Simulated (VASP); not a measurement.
CdTe:

```
Cd Te
1.0
     0.00000    3.28211    3.28211
     3.28211    0.00000    3.28211
     3.28211    3.28211    0.00000
Cd Te
1 1
Direct
  0.00000 0.00000 0.00000
  0.25000 0.25000 0.25000
```

The cell is a database's computed one.

```yaml
Program: VASP 6.6.1
Task: relaxation of cell and atoms
Functional: PBE
Potentials_or_basis: VASP PAW PBE potentials, release 64 (Cd, Te)
Cutoff: 600 eV
k_mesh: 8 × 8 × 8
Occupations: gaussian, width 0.02 eV
Spin: no spin polarisation
```

At the start: pressure 1.0 GPa; volume 35.36 Å³/atom.

Q: Where does the relaxation end?

A: Over 3 steps the energy falls by 2.9 meV/atom and the volume is 36.31 Å³/atom (+2.7 %); space group F-43m (No. 216, to 0.05 Å).

The path:
```
step  energy change (eV)  largest force (eV/Å)  pressure (GPa)  volume (Å³)
   1              0.0000                0.0000            1.00        70.71
   2             -0.0056                0.0000           -0.18        72.99
   3             -0.0058                0.0000            0.00        72.61
```

Final structure:
```xyz
2
Lattice="0.0000 3.3113 3.3113 3.3113 0.0000 3.3113 3.3113 3.3113 0.0000" Properties=species:S:1:pos:R:3 pbc="T T T"
Cd    0.0000    0.0000    0.0000
Te    1.6556    1.6556    1.6556
```
